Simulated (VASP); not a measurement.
Computed with LDA (Ceperley-Alder, Perdew-Zunger), VASP's LDA PAW potentials (set 64) (plane waves; VASP).

The input files of a VASP run:

**KPOINTS**
```
K-points
0
G
6 6 6
```

INCAR:
```
ALGO  =  Normal
EDIFF  =  1E-6
EDIFFG  =  -0.02
ENCUT  =  620
IBRION  =  2
ISIF  =  3
ISMEAR  =  0
LASPH  =  .TRUE.
LCHARG  =  .FALSE.
LMAXMIX  =  4
LREAL  =  .FALSE.
LWAVE  =  .FALSE.
NELM  =  100
NSW  =  40
PREC  =  Accurate
PSTRESS  =  100
SIGMA  =  0.05
SYSTEM  =  KZnF3
```

File POSCAR:
```
KZnF3
1.0
  3.8679146218   0.0000000000   0.0000000000
  0.0000000000   3.8679146218   0.0000000000
  0.0000000000   0.0000000000   3.8679146218
K Zn F
1 1 3
direct
  0.0000000000   0.0000000000   0.0000000000
  0.5000000000   0.5000000000   0.5000000000
  0.5000000000   0.0000000000   0.5000000000
  0.0000000000   0.5000000000   0.5000000000
  0.5000000000   0.5000000000   0.0000000000
```

POTCAR, in this order: K_sv Zn F (LDA.64 set). Program: vasp_std.

Output of the run:

OSZICAR:
```
       N       E                     dE             d eps       ncg     rms          rms(c)
DAV:   1     0.512260481672E+03    0.51226E+03   -0.25395E+04  1000   0.239E+03
DAV:   2     0.207217458741E+02   -0.49154E+03   -0.47855E+03  1161   0.569E+02
DAV:   3    -0.236299609063E+02   -0.44352E+02   -0.44155E+02  1206   0.174E+02
DAV:   4    -0.248705191857E+02   -0.12406E+01   -0.12367E+01  1566   0.276E+01
DAV:   5    -0.249008821495E+02   -0.30363E-01   -0.30354E-01  1344   0.315E+00    0.150E+01
DAV:   6    -0.229634038215E+02    0.19375E+01   -0.71355E+00  1514   0.384E+01    0.100E+01
DAV:   7    -0.229847135747E+02   -0.21310E-01   -0.12251E+00  1046   0.814E+00    0.599E+00
DAV:   8    -0.229779068367E+02    0.68067E-02   -0.45675E-01  1392   0.143E+01    0.147E+00
DAV:   9    -0.229569843661E+02    0.20922E-01   -0.57558E-02  1527   0.630E+00    0.761E-01
DAV:  10    -0.229501751105E+02    0.68093E-02   -0.99107E-02  1510   0.840E+00    0.309E-01
DAV:  11    -0.229496090853E+02    0.56603E-03   -0.15055E-02  1462   0.173E+00    0.110E-01
DAV:  12    -0.229496745451E+02   -0.65460E-04   -0.69644E-04  1112   0.199E-01    0.984E-02
DAV:  13    -0.229498069750E+02   -0.13243E-03   -0.50792E-04  1348   0.591E-01    0.132E-01
DAV:  14    -0.229495913100E+02    0.21566E-03   -0.42398E-04  1400   0.388E-01    0.625E-02
DAV:  15    -0.229495759613E+02    0.15349E-04   -0.10095E-04  1231   0.102E-01    0.437E-02
DAV:  16    -0.229495578363E+02    0.18125E-04   -0.22757E-05  1399   0.532E-02    0.270E-02
DAV:  17    -0.229495503816E+02    0.74547E-05   -0.10719E-05  1412   0.384E-02    0.162E-02
DAV:  18    -0.229495467299E+02    0.36517E-05   -0.93587E-06  1236   0.332E-02    0.570E-03
DAV:  19    -0.229495462967E+02    0.43319E-06   -0.28468E-06   949   0.164E-02
   1 F= -.19337777E+02 E0= -.19337777E+02  d E =-.193378E+02
```

### OUTCAR
```
------------------------ aborting loop because EDIFF is reached ----------------------------------------
  FORCE on cell =-STRESS in cart. coord.  units (eV):
  Direction    XX          YY          ZZ          XY          YZ          ZX
  --------------------------------------------------------------------------------------
  Total        3.6272474      3.6272474      3.6272474     -0.0000000     -0.0000000      0.0000000
  in kB      100.4285336    100.4285336    100.4285336     -0.0000000     -0.0000000      0.0000000
  external PRESSURE =       0.4285336 kB  Pullay stress =     100.0000000 kB
  volume of cell :       57.87
      direct lattice vectors                 reciprocal lattice vectors
     3.867914622  0.000000000  0.000000000     0.258537248  0.000000000  0.000000000
     0.000000000  3.867914622  0.000000000     0.000000000  0.258537248  0.000000000
     0.000000000  0.000000000  3.867914622     0.000000000  0.000000000  0.258537248
 POSITION                                       TOTAL-FORCE (eV/Angst)
 -----------------------------------------------------------------------------------
      0.00000      0.00000      0.00000         0.000000      0.000000      0.000000
      1.93396      1.93396      1.93396         0.000000      0.000000      0.000000
      1.93396      0.00000      1.93396         0.000000      0.000000      0.000000
      0.00000      1.93396      1.93396         0.000000      0.000000      0.000000
      1.93396      1.93396      0.00000         0.000000      0.000000      0.000000
 -----------------------------------------------------------------------------------
    total drift:                                0.000000     -0.000000     -0.000000
  FREE ENERGIE OF THE ION-ELECTRON SYSTEM (eV)
  ---------------------------------------------------
  free  energy   TOTEN  =       -22.9495462967 eV

  energy  without entropy=      -22.9495462967  energy(sigma->0) =      -22.94954630
  enthalpy is  TOTEN    =       -19.3377765572 eV   P V=        3.6117697395

 reached required accuracy - stopping structural energy minimisation
```
(Selected blocks of OUTCAR.)

File OUTCAR:
```
 val. band max:        0.3681049795   @ k =   0.5000   0.5000   0.5000

 cond. band min:       4.3524078226   @ k =   0.0000   0.0000   0.0000


 Fermi energy:         0.5866713848

 k-point     1 :       0.0000    0.0000    0.0000
  band No.  band energies     occupation
      1     -26.7745      2.00000
      2     -22.0765      2.00000
      3     -21.2049      2.00000
      4     -21.2049      2.00000
      5     -10.5382      2.00000
      6     -10.5382      2.00000
      7     -10.5382      2.00000
      8      -5.0276      2.00000
      9      -5.0276      2.00000
     10      -5.0276      2.00000
     11      -3.4733      2.00000
     12      -3.4733      2.00000
     13      -3.4733      2.00000
     14      -2.9363      2.00000
     15      -2.9363      2.00000
     16      -2.6350      2.00000
     17      -2.6350      2.00000
     18      -2.6350      2.00000
     19      -2.2949      2.00000
     20      -2.2949      2.00000
     21      -2.2949      2.00000
     22       4.3524      0.00000
     23       8.1440      0.00000
     24       8.1440      0.00000
     25       9.7661      0.00000

 k-point     2 :       0.1667    0.0000    0.0000
  band No.  band energies     occupation
      1     -26.7598      2.00000
      2     -22.0400      2.00000
      3     -21.2473      2.00000
      4     -21.2017      2.00000
      5     -10.5213      2.00000
      6     -10.5142      2.00000
      7     -10.5142      2.00000
      8      -5.4692      2.00000
      9      -5.0138      2.00000
     10      -5.0138      2.00000
     11      -3.7140      2.00000
     12      -3.7140      2.00000
     13      -3.4713      2.00000
     14      -3.0994      2.00000
     15      -2.9361      2.00000
     16      -2.7159      2.00000
     17      -2.5402      2.00000
     18      -2.5402      2.00000
     19      -2.2138      2.00000
     20      -2.2138      2.00000
     21      -1.9837      2.00000
     22       4.9391      0.00000
     23       8.4242      0.00000
...
```

The compound is KZnF3 in the cubic perovskite structure. It was relaxed first under an external pressure of 10 GPa.
